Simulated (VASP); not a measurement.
```
Li2Se
1.0
    0.00000     3.06036     3.06036
    3.06036     0.00000     3.06036
    3.06036     3.06036     0.00000
Li Se
2 1
Cartesian
  1.53018   1.53018   1.53018
  4.59054   4.59054   4.59054
  6.12071   6.12071   6.12071
```

Calculation: PBE GGA, VASP's PBE PAW potentials (set 64) (plane waves; VASP). Settings: 520 eV cut-off, 8×8×8 Γ-centred mesh, Gaussian smearing of 0.050 eV, potentials Li_sv Se.

Give the stress tensor in GPa (positive for a compressed cell).

```
-1.73   0.00   0.00
 0.00  -1.73   0.00
 0.00   0.00  -1.73
```
The pressure is its mean diagonal, -1.73 GPa.

The compound is Li2Se in the antifluorite structure. This cell is one point of a volume scan, at 1.06 of the reference volume.
